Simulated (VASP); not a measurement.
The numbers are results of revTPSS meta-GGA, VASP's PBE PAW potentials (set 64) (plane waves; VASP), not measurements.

Input for VASP

### INCAR
```
# general
SYSTEM =Au
PREC   =Accurate
ENCUT  =520
LREAL  =.FALSE.
LASPH  =.TRUE.

# electronic loop
EDIFF  =1E-6
NELM   =100
ALGO   =Normal
LMAXMIX=6
LMIXTAU=.TRUE.

# smearing
ISMEAR =1
SIGMA  =0.1

# functional
METAGGA=RTPSS

# ions
IBRION =2
NSW    =60
ISIF   =3
EDIFFG =-0.01

# output
LWAVE  =.FALSE.
LCHARG =.FALSE.
```

File KPOINTS:
```
Automatic mesh
0
Gamma
14 14 14
0 0 0
```

POSCAR:
```
Au
1.0
  0.0000000000   2.0400000000   2.0400000000
  2.0400000000   0.0000000000   2.0400000000
  2.0400000000   2.0400000000   0.0000000000
Au
1
Cartesian
  0.0000000000   0.0000000000   0.0000000000
```

POTCAR, in this order: Au (PBE.64 set). Program: vasp_std.

Unless said otherwise, spin-orbit coupling is left out, though it shifts the bands of the heavy elements here.

### Question
What does the run give for the energy per atom (σ→0), volume per atom, band gap (on the k-mesh)?

### Answer

```
Quantity                                                    Result
------------------------  ----------------------------------------
energy per atom (σ→0)                               38.197 eV/atom
band gap (on the k-mesh)  none (metal, semimetal or under 0.01 eV)
volume per atom                                      17.03 Å³/atom
```

### OSZICAR
```
...
DAV:   1     0.381933789127E+02   -0.45521E-02   -0.94992E-02  1900   0.348E+00    0.400E-01
DAV:   2     0.381973182471E+02    0.39393E-02   -0.11834E-02  1887   0.108E+00    0.174E-01
DAV:   3     0.381975277177E+02    0.20947E-03   -0.16262E-03  1920   0.337E-01    0.119E-01
DAV:   4     0.381976353110E+02    0.10759E-03   -0.29757E-04  1914   0.150E-01    0.205E-02
DAV:   5     0.381975214704E+02   -0.11384E-03   -0.17019E-04  1889   0.108E-01    0.337E-03
DAV:   6     0.381975197370E+02   -0.17334E-05   -0.21266E-06  1910   0.153E-02    0.198E-03
DAV:   7     0.381975202688E+02    0.53178E-06   -0.50962E-07   942   0.824E-03
   3 F= 0.38197520E+02 E0= 0.38197392E+02  d E =-.650136E-04
```

The compound is Au in the fcc structure. This run relaxes it. Symmetry was kept, so distortions that lower it aren't found.
